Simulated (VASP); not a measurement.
Input of a VASP 6.6.1 run:

The input INCAR:

```
SYSTEM = BAs
PREC     = Accurate       ! precision mode
ENCUT    = 520            ! plane-wave cutoff, eV
EDIFF    = 1E-6           ! SCF threshold, eV
ISMEAR   = 0              ! smearing method
SIGMA    = 0.02           ! smearing width, eV
LREAL    = .FALSE.        ! projectors in reciprocal space
LASPH    = .TRUE.         ! aspherical terms in the spheres
NELM     = 100            ! most SCF steps
ALGO     = Normal         ! electronic algorithm
ISIF     = 2              ! what is computed and relaxed
LWAVE    = .FALSE.        ! write WAVECAR
LCHARG   = .FALSE.        ! write CHGCAR
NBANDS   = 16             ! bands
```

Contents of KPOINTS:

```
Automatic mesh
0
G
  8 6 8
  0 0 0
```

Contents of POSCAR:

```
BAs
1.0
    3.3459859248      0.0000000000      0.0000000000
    0.0000000000      4.7319387393      0.0000000000
    0.0000000000      0.0000000000      3.3459859248
B As
2 2
Direct
    0.0000000000      0.0000000000     -0.0000073500
    0.5000000000      0.5000000000      0.4999926500
    0.5000000000      0.2500000000     -0.0000073500
    0.0000000000      0.7500000000      0.4999926500
```

Potentials or basis: VASP PAW LDA potentials, release 64 (B, As).

Run with:

```bash
$ cat potpaw_LDA.64/B/POTCAR potpaw_LDA.64/As/POTCAR > POTCAR
$ mpirun -np 1 vasp_std > vasp.out
```

Task: What does it give for the pressure?

Result: 1.0 GPa.

Task: What does it give for the band gap on the k mesh?

Result: 1.10 eV.

A k mesh can miss the band edges. As with any semilocal functional, this LDA gap is likely too small.
